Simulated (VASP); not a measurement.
Output of a VASP run:

File OSZICAR:
```
       N       E                     dE             d eps       ncg     rms          rms(c)
DAV:   1     0.973254475989E+02    0.97325E+02   -0.88038E+03  2328   0.104E+03
DAV:   2    -0.110404547144E+02   -0.10837E+03   -0.10606E+03  2966   0.213E+02
DAV:   3    -0.147655556323E+02   -0.37251E+01   -0.37125E+01  2777   0.432E+01
DAV:   4    -0.147911955062E+02   -0.25640E-01   -0.25636E-01  2840   0.390E+00
DAV:   5    -0.147915057896E+02   -0.31028E-03   -0.31028E-03  2833   0.401E-01    0.132E+01
DAV:   6    -0.142297001066E+02    0.56181E+00   -0.47791E+00  2294   0.218E+01    0.794E+00
DAV:   7    -0.140478126505E+02    0.18189E+00   -0.90799E-01  2287   0.103E+01    0.396E+00
DAV:   8    -0.140295615904E+02    0.18251E-01   -0.59376E-02  2469   0.190E+00    0.859E-01
DAV:   9    -0.140268531071E+02    0.27085E-02   -0.93951E-03  2644   0.106E+00    0.175E-01
DAV:  10    -0.140270214509E+02   -0.16834E-03   -0.11870E-03  2693   0.295E-01    0.475E-02
DAV:  11    -0.140270344730E+02   -0.13022E-04   -0.98818E-05  2854   0.106E-01    0.202E-02
DAV:  12    -0.140270351059E+02   -0.63295E-06   -0.19988E-05  2588   0.394E-02    0.413E-03
DAV:  13    -0.140270356676E+02   -0.56172E-06   -0.10021E-06  2253   0.777E-03
   1 F= -.14027036E+02 E0= -.14026222E+02  d E =-.162790E-02
```

File OUTCAR:
```
------------------------ aborting loop because EDIFF is reached ----------------------------------------
  FORCE on cell =-STRESS in cart. coord.  units (eV):
  Direction    XX          YY          ZZ          XY          YZ          ZX
  --------------------------------------------------------------------------------------
  Total        4.0201360      2.2039442      1.6745092      0.4197080      0.7142643      0.7522765
  in kB      105.5398264     57.8597058     43.9605546     11.0185113     18.7514370     19.7493637
  external PRESSURE =      69.1200289 kB  Pullay stress =       0.0000000 kB
  volume of cell :       61.03
      direct lattice vectors                 reciprocal lattice vectors
     1.815187000 -3.256899000  0.000000000     0.275453714 -0.153520266  0.000000000
     1.815187000  3.256899000  0.000000000     0.275453714  0.153520266  0.000000000
     0.000000000  0.000000000  5.161540000     0.000000000  0.000000000  0.193740628
 POSITION                                       TOTAL-FORCE (eV/Angst)
 -----------------------------------------------------------------------------------
      0.00000      0.00000      0.00000         0.604189      0.038506      0.048550
      1.81519      1.08564      1.31619         0.027333      0.166846      0.211698
      1.88724     -1.08564      3.84535        -0.631523     -0.205352     -0.260248
 -----------------------------------------------------------------------------------
    total drift:                                0.000003      0.000003     -0.000006
  FREE ENERGIE OF THE ION-ELECTRON SYSTEM (eV)
  ---------------------------------------------------
  free  energy   TOTEN  =       -14.0270356676 eV

  energy  without entropy=      -14.0254077723  energy(sigma->0) =      -14.02622172
```
(Selected blocks of OUTCAR.)

### POSCAR
```
PtSe2
1
    1.8151870000    -3.2568990000     0.0000000000
    1.8151870000     3.2568990000     0.0000000000
    0.0000000000     0.0000000000     5.1615400000
Pt Se
1 2
Direct
  0.0000000000   0.0000000000   0.0000000000
  0.3333330000   0.6666670000   0.2550000000
  0.6865150000   0.3531810000   0.7450000000
```

### Question
Write an INCAR and KPOINTS that could have produced this output.

### Answer
Several could match; the one computed here: the input of the run itself, PBE GGA, plane waves, VASP's PBE PAW potentials (set 64).

INCAR:
```
ALGO = Normal
EDIFF = 1E-6
ENCUT = 400
GGA = PE
ISIF = 2
ISMEAR = 0
LASPH = .TRUE.
LCHARG = .FALSE.
LMAXMIX = 6
LREAL = .FALSE.
LWAVE = .FALSE.
NELECT = 22.02
NELM = 100
PREC = Accurate
SIGMA = 0.05
SYSTEM = PtSe2
```

KPOINTS:
```
Automatic mesh
0
Gamma
6 6 4
0 0 0
```

POTCAR, in this order: Pt Se (PBE.64 set). Program: vasp_std.

The cell is charged, with a uniform compensating background.

The compound is PtSe2 in the 1T layered structure. The cell was not relaxed at this level, atoms are displaced from their ideal sites. The k-mesh is coarse (spacing up to 0.33 per Å, 2π included), so the numbers may not be converged in it. The run is one of a series of settings (NELECT = 22.02 against the base run), some of them coarse on purpose.
